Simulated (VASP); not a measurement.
Output of a VASP run:

**OSZICAR**
```
       N       E                     dE             d eps       ncg     rms          rms(c)
DAV:   1     0.518533788675E+03    0.51853E+03   -0.25516E+04  1008   0.246E+03
DAV:   2     0.166908686828E+02   -0.50184E+03   -0.48819E+03  1152   0.575E+02
DAV:   3    -0.235907020610E+02   -0.40282E+02   -0.40111E+02  1210   0.173E+02
DAV:   4    -0.245477841941E+02   -0.95708E+00   -0.95579E+00  1564   0.245E+01
DAV:   5    -0.245624036009E+02   -0.14619E-01   -0.14615E-01  1304   0.248E+00    0.172E+01
DAV:   6    -0.226344519854E+02    0.19280E+01   -0.70368E+00  1508   0.373E+01    0.116E+01
DAV:   7    -0.226520219138E+02   -0.17570E-01   -0.11903E+00  1063   0.820E+00    0.658E+00
DAV:   8    -0.226434038507E+02    0.86181E-02   -0.38265E-01  1429   0.122E+01    0.128E+00
DAV:   9    -0.226266284770E+02    0.16775E-01   -0.46779E-02  1535   0.560E+00    0.635E-01
DAV:  10    -0.226218022454E+02    0.48262E-02   -0.73110E-02  1508   0.690E+00    0.266E-01
DAV:  11    -0.226214080564E+02    0.39419E-03   -0.12349E-02  1495   0.176E+00    0.747E-02
DAV:  12    -0.226214306188E+02   -0.22562E-04   -0.71334E-04  1368   0.286E-01    0.420E-02
DAV:  13    -0.226214324534E+02   -0.18347E-05   -0.31982E-05  1550   0.150E-01    0.242E-02
DAV:  14    -0.226214270974E+02    0.53561E-05   -0.43590E-05  1207   0.540E-02    0.453E-03
DAV:  15    -0.226214271586E+02   -0.61244E-07   -0.13530E-06   709   0.135E-02
   1 F= -.15826788E+02 E0= -.15826788E+02  d E =-.158268E+02
```

File OUTCAR:
```
------------------------ aborting loop because EDIFF is reached ----------------------------------------
  FORCE on cell =-STRESS in cart. coord.  units (eV):
  Direction    XX          YY          ZZ          XY          YZ          ZX
  --------------------------------------------------------------------------------------
  Total        6.7923812      6.7923812      6.7923812     -0.0000000     -0.0000000      0.0000000
  in kB      199.9335298    199.9335298    199.9335298     -0.0000000     -0.0000000      0.0000000
  external PRESSURE =      -0.0664702 kB  Pullay stress =     200.0000000 kB
  volume of cell :       54.43
      direct lattice vectors                 reciprocal lattice vectors
     3.789794557  0.000000000  0.000000000     0.263866546  0.000000000  0.000000000
     0.000000000  3.789794557  0.000000000     0.000000000  0.263866546  0.000000000
     0.000000000  0.000000000  3.789794557     0.000000000  0.000000000  0.263866546
 POSITION                                       TOTAL-FORCE (eV/Angst)
 -----------------------------------------------------------------------------------
      0.00000      0.00000      0.00000         0.000000      0.000000      0.000000
      1.89490      1.89490      1.89490         0.000000      0.000000      0.000000
      1.89490      0.00000      1.89490         0.000000      0.000000      0.000000
      0.00000      1.89490      1.89490         0.000000      0.000000      0.000000
      1.89490      1.89490      0.00000         0.000000      0.000000      0.000000
 -----------------------------------------------------------------------------------
    total drift:                                0.000000     -0.000000     -0.000000
  FREE ENERGIE OF THE ION-ELECTRON SYSTEM (eV)
  ---------------------------------------------------
  free  energy   TOTEN  =       -22.6214271586 eV

  energy  without entropy=      -22.6214271586  energy(sigma->0) =      -22.62142716
  enthalpy is  TOTEN    =       -15.8267877061 eV   P V=        6.7946394525

 reached required accuracy - stopping structural energy minimisation
```
(Selected blocks of OUTCAR.)

**POSCAR**
```
KZnF3
1
    3.7897945573     0.0000000000     0.0000000000
   -0.0000000000     3.7897945573    -0.0000000000
    0.0000000000    -0.0000000000     3.7897945573
K Zn F
1 1 3
Direct
  0.0000000000   0.0000000000   0.0000000000
  0.5000000000   0.5000000000   0.5000000000
  0.5000000000   0.0000000000   0.5000000000
  0.0000000000   0.5000000000   0.5000000000
  0.5000000000   0.5000000000   0.0000000000
```

**Question.** Write an INCAR and KPOINTS that could have produced this output.

**Answer.** One answer among several that fit: the input of the run itself, LDA (Ceperley-Alder, Perdew-Zunger), plane waves, VASP's LDA PAW potentials (set 64).

### KPOINTS
```
Automatic mesh
0
Gamma
6 6 6
0 0 0
```

INCAR:
```
# general
SYSTEM =KZnF3
PREC   =Accurate
ENCUT  =620
LREAL  =.False.
LASPH  =.True.

# electronic loop
EDIFF  =1E-6
NELM   =100
ALGO   =Normal
LMAXMIX=4

# smearing
ISMEAR =0
SIGMA  =0.05

# ions
IBRION =2
NSW    =40
ISIF   =3
EDIFFG =-0.02
PSTRESS=200

# output
LWAVE  =.False.
LCHARG =.False.
```

POTCAR, in this order: K_sv Zn F (LDA.64 set). Program: vasp_std.

The compound is KZnF3 in the cubic perovskite structure. It was relaxed first under an external pressure of 20 GPa.
